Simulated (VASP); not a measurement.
Here is the system:

```
Ag2Sn2Sr
1.0
   -2.33500     2.33500     5.86500
    2.33500    -2.33500     5.86500
    2.33500     2.33500    -5.86500
Sr Sn Ag
1 2 2
Direct
  0.00000   0.00000   0.00000
  0.38100   0.38100   0.00000
  0.61900   0.61900   0.00000
  0.75000   0.25000   0.50000
  0.25000   0.75000   0.50000
```

These are PBEsol GGA, VASP's PBE PAW potentials (set 64) (plane waves; VASP) values and carry that method's errors. Settings: 300 eV cut-off, 6×6×6 Γ-centred mesh, Gaussian smearing of 0.20 eV, potentials Sr_sv Sn_d Ag.

At this cut-off the stress carries a Pulay error, which pulls relaxed volumes low. Energy and stress use the plane-wave basis of the starting cell.

Task: The ions, cell shape and volume are relaxed. Which structure does the run end with?

Result: 
```
Ag2Sn2Sr
1.0
   -2.31224     2.31224     5.77376
    2.31224    -2.31224     5.77376
    2.31224     2.31224    -5.77376
Sr Sn Ag
1 2 2
Direct
  0.00000   0.00000   0.00000
  0.37905   0.37905   0.00000
  0.62095   0.62095   0.00000
  0.75000   0.25000   0.50000
  0.25000   0.75000   0.50000
```
Space group I4/mmm (139), at a tolerance of 0.03 Å.

Task: How do energy and volume change from the first to the last step?

Result: The energy (σ→0) changes by -7.4 meV/atom and the volume by -3.5 %, in 11 ionic steps.

The structure comes from a measured Ag2Sn2Sr entry of the Crystallography Open Database, whose conditions weren't checked. This run relaxes it. Symmetry was kept, so distortions that lower it aren't found. The k-mesh is coarse (spacing up to 0.32 per Å, 2π included), so the numbers may not be converged in it. The run is one of a series of settings (EDIFFG = -0.01, IBRION = 2, ISIF = 3, NSW = 50 against the base run), some of them coarse on purpose.
